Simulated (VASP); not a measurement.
```
CELL_PARAMETERS angstrom
      0.00000     2.69315     2.69315
      2.69315     0.00000     2.69315
      2.69315     2.69315     0.00000
ATOMIC_POSITIONS crystal
  Si 0.25000 0.25000 0.25000
  Si 0.75000 0.75000 0.75000
  Ni 0.00000 0.00000 0.00000
```

Calculation: PBE GGA, VASP's PBE PAW potentials (set 64) (plane waves; VASP). Settings: 300 eV cut-off, 9×9×9 Γ-centred mesh, Gaussian smearing of 0.10 eV, potentials Si Ni.

At this cut-off the stress carries a Pulay error, which pulls relaxed volumes low.

Q: Estimate the energy per atom (σ→0), pressure, band gap (on the k-mesh) with the smallest direct gap where there is one.

A: 
```
Item                                                        Result
------------------------  ----------------------------------------
band gap (on the k-mesh)  none (metal, semimetal or under 0.01 eV)
energy per atom (σ→0)                               -5.781 eV/atom
pressure                                                 51.7 kbar
```

Total energies compare only between runs with the same potentials, cut-off and functional.

The structure comes from a computed database's Si2Ni entry (Fm-3m); how it stands against other phases isn't given here. The cell was not relaxed at this level. The run is not spin-polarised, so no magnetic state was tried.
